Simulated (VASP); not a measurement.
Data:

```
Pt3Ti
1.0
    3.95667     0.00000     0.00000
    0.00000     3.95667     0.00000
    0.00000     0.00000     3.95667
Ti Pt
1 3
Direct
  0.00000   0.00000   0.00000
  0.00000   0.50000   0.50000
  0.50000   0.00000   0.50000
  0.50000   0.50000   0.00000
```

All values below come from PW91 GGA, VASP's PBE PAW potentials (set 64) (plane waves; VASP). Settings: 520 eV cut-off, 7×7×7 Γ-centred mesh, first-order Methfessel-Paxton smearing of 0.10 eV, potentials Ti_sv Pt.

Unless said otherwise, spin-orbit coupling is left out, though it shifts the bands of the heavy elements here.

Question: Predict the energy per atom (σ→0), band gap (on the k-mesh) with the smallest direct gap where there is one.

Answer: 
* **band gap (on the k-mesh)**: none (metal, semimetal or under 0.01 eV)
* **energy per atom (σ→0)**: -7.377 eV/atom

The absolute energy has meaning only against runs of the same code, potentials and settings.

The compound is Pt3Ti in the L1_2 structure. It was relaxed first. The start is the result of an earlier pass.
